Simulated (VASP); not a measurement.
An input for Ansatz (written as the equivalent of a VASP run, and not itself run):

Ansatz 0.2 input:
```yaml
crystal:
  lattice:
    - [2.7588907, 0.0000000, 0.0000000]
    - [0.0000000, 2.7588907, 0.0000000]
    - [0.0000000, 0.0000000, 2.7588907]
  atoms:
    - { symbol: Cr, position: [0.0000000, 0.0000000, 0.0000000], spin: 1 }
    - { symbol: Cr, position: [0.5000000, 0.5000000, 0.5000000], spin: -1 }
kpoints:
  mp_grid: { grid: [13, 13, 13] }
hamiltonian:
  xc: pbe
  pseudopotentials: { kind: paw }
magnetization: { spin_polarized: true }
scf:
  occupations: { method: methfessel_paxton, width: 0.1 }
  max_iter: 100
relax:
  max_steps: 40
  f_tol: 0.02
  cell: { p_target: 30 }
output: { forces: true, stress: true, eigenvalues: true }
```

### Question
Translate this input to VASP (INCAR, KPOINTS, POSCAR, choice of POTCAR).

### Answer
Several could match; the one computed here: 
**POSCAR**
```
Cr
1.0
  2.7588906900   0.0000000000   0.0000000000
  0.0000000000   2.7588906900   0.0000000000
  0.0000000000   0.0000000000   2.7588906900
Cr
2
Cartesian
  0.0000000000   0.0000000000   0.0000000000
  1.3794453450   1.3794453450   1.3794453450
```

### KPOINTS
```
Automatic
0
Gamma
 13 13 13
```

### INCAR
```
SYSTEM = Cr
PREC = Accurate; ENCUT = 500; LREAL = F
LASPH = T
EDIFF = 1E-6; NELM = 100; ALGO = Normal
LMAXMIX = 4
ISMEAR = 1; SIGMA = 0.1
GGA = PE
MAGMOM = 1.0 -1.0
ISPIN = 2
IBRION = 2; NSW = 40; ISIF = 3
EDIFFG = -0.02; PSTRESS = 300
LWAVE = F; LCHARG = F; LORBIT = 10
```

POTCAR, in this order: Cr_pv (PBE.64 set). Program: vasp_std.

The two are equivalent in intent, not identical: each code has its own PAW files, so the cut-off isn't converted (ENCUT is set for VASP's; basis.ecutwfc is left out, and Ansatz then takes the one that its files recommend); Ansatz stops its SCF on the density residual and VASP on the energy change (EDIFF).

The compound is Cr in the bcc, AFM order structure. This run relaxes it under an external pressure of 30 GPa. Symmetry was kept, so distortions that lower it aren't found.
